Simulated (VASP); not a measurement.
Data:

```
SnGe3
1.0
    0.00000     2.92312     2.92312
    2.92312     0.00000     2.92312
   11.89556    11.89556    -0.20308
Sn Ge
2 6
Direct
  0.02273   0.02273   0.98295
  0.22727   0.22727   0.07955
  0.97336   0.97336   0.26998
  0.23328   0.23328   0.32504
  0.99543   0.99543   0.50343
  0.25457   0.25457   0.55907
  0.01672   0.01672   0.73746
  0.27664   0.27664   0.79252
```

These are PBEsol GGA, VASP's PBE PAW potentials (set 64) (plane waves; VASP) values and carry that method's errors. Numerical set-up: 400 eV cut-off, 10×10×3 Γ-centred mesh, tetrahedra with Blöchl corrections, potentials Sn_d Ge_d.

Unless said otherwise, spin-orbit coupling is left out, though it shifts the bands of the heavy elements here.

What does the run give for the energy per atom (σ→0), band gap (on the k-mesh) with the smallest direct gap where there is one?

The band gap (on the k-mesh) is none (metal, semimetal or under 0.01 eV) and the energy per atom (σ→0) comes out as -4.682 eV/atom.

The structure was generated: Sn2Ge6 was put into an ordered model structure (R-3m), which need not be its known phase. It was relaxed first.
